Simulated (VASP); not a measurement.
Input:

```
CELL_PARAMETERS angstrom
      1.95337    -3.38333     0.00000
      1.95337     3.38333     0.00000
      0.00000     0.00000     5.07402
ATOMIC_POSITIONS crystal
  Ni 0.00000 0.00000 0.50000
  Ni 0.00000 0.00000 0.00000
  Sb 0.33333 0.66667 0.25000
  Sb 0.66667 0.33333 0.75000
```

Level of theory: AM05 GGA, VASP's PBE PAW potentials (set 64) (plane waves; VASP). Settings: 520 eV cut-off, 10×10×7 Γ-centred mesh, tetrahedra with Blöchl corrections, potentials Ni Sb.

Unless said otherwise, spin-orbit coupling is left out, though it shifts the bands of the heavy elements here.

Q: What does the run give for the energy per atom (σ→0), band gap (on the k-mesh) with the smallest direct gap where there is one?

A: 
```
Item                                                        Result
------------------------  ----------------------------------------
band gap (on the k-mesh)  none (metal, semimetal or under 0.01 eV)
energy per atom (σ→0)                               -5408 meV/atom
```

The absolute energy has meaning only against runs of the same code, potentials and settings.

The compound is NiSb in the NiAs type structure. It was relaxed first. The run is not spin-polarised, so no magnetic state was tried.
